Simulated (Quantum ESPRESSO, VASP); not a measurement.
One structure in several programs: Rb₂MnF₅ (P4/mmm, 8 atoms in the cell)

Self-consistent single point.

```
CELL_PARAMETERS angstrom
      5.98546     0.00000     0.00000
      0.00000     5.98546     0.00000
      0.00000     0.00000     4.16372
ATOMIC_POSITIONS crystal
  Rb 0.00000 0.50000 0.50000
  Rb 0.50000 0.00000 0.50000
  Mn 0.00000 0.00000 0.00000
  F  0.00000 0.00000 0.50000
  F  0.77948 0.77948 0.00000
  F  0.22052 0.22052 0.00000
  F  0.22052 0.77948 0.00000
  F  0.77948 0.22052 0.00000
```
Moments meant for the start (each program seeds them in its own way; μB, in the order of the atoms Rb Rb Mn F F F F F): 0.0 0.0 4.0 0.0 0.0 0.0 0.0 0.0.

Shared settings, as Quantum ESPRESSO writes them: occupations = smearing; smearing = fd; degauss = 0.0036749 Ry; nspin = 2; K_POINTS = automatic 3 3 4 0 0 0. Potentials and cutoffs stand in the table.

```json
[
 {"code": "Quantum ESPRESSO", "model": "PBEsol+U, GBRV 1.5 ultrasoft (PBESOL) pseudopotentials", "pressure (GPa)": "-0.09", "largest force (eV/Å)": "0.088", "gap on the mesh (eV)": "0.493", "size of the net moment (μB/atom)": "0.50", "cutoff": "50 Ry"},
 {"code": "VASP", "model": "PBEsol+U, VASP's PBE PAW potentials (set 64)", "pressure (GPa)": "-6.11", "largest force (eV/Å)": "0.029", "gap on the mesh (eV)": "0.498", "size of the net moment (μB/atom)": "0.50", "cutoff": "400 eV"}
]
```

Hubbard term: ortho-atomic; U Mn-3d 1 eV.

Gaps are read on the mesh.

On Quantum ESPRESSO's run: with one magnetic atom in the cell only a parallel order is possible. With U or open f shells several self-consistent states can exist.

The spread over the programs that give each value: pressure within 6.02 GPa; largest force within 0.059 eV/Å; gap on the mesh within 0.005 eV; size of the net moment within 0.00 μB/atom.

The same U acts on different projectors in each program, which moves gaps, moments and pressures.

VASP's run is marked for a possible Pulay error in its stress at this cutoff; no cutoff test was made.

The starting cell comes from a database of computed structures (which also holds hypothetical and non-ambient phases and stackings), without a prior relaxation at this level.

Left out of this page: Ansatz (with a known weakness of the program); SIESTA (not drawn, or without a comparable value).
